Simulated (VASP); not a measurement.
All values below come from PBE GGA, VASP's PBE PAW potentials (set 64) (plane waves; VASP).

A VASP calculation is set up with these files.

### KPOINTS
```
Automatic
0
gamma
 13 13 13
0 0 0
```

### INCAR
```
ALGO  =  Normal   # blocked Davidson
LCHARG  =  .FALSE.
LMAXMIX  =  6   # l cut-off of mixed one-centre charges
ISIF  =  2
PREC  =  Accurate
ENCUT  =  400   # plane-wave cut-off (eV)
SIGMA  =  0.2   # width (eV)
LASPH  =  .TRUE.
EDIFF  =  1E-6
NELM  =  100   # most electronic steps
ISMEAR  =  0
LWAVE  =  .FALSE.
GGA  =  PE   # PBE
SYSTEM  =  TaN
LREAL  =  .FALSE.   # projection in real space or not
```

POSCAR:
```
TaN
1
    0.0000000000     2.1752800000     2.1752800000
    2.1752800000     0.0000000000     2.1752800000
    2.1752800000     2.1752800000     0.0000000000
Ta N
1 1
Direct
  0.5000000000   0.5000000000   0.5000000000
  0.0000000000   0.0000000000   0.0000000000
```

POTCAR, in this order: Ta_pv N (PBE.64 set). Program: vasp_std.

Question: What will the output report for the number of irreducible k-points (NKPTS), largest plane-wave count, number of space-group operations, FFT grid (NGX, NGY, NGZ)?

Answer: 
- number of irreducible k-points (NKPTS): 84
- largest plane-wave count: 383
- number of space-group operations: 48
- FFT grid (NGX, NGY, NGZ): 20 × 20 × 20

The structure comes from a computed database's TaN entry; how it stands against other phases isn't given here. The cell was not relaxed at this level. VASP warned that the highest band is occupied, so more bands are needed.
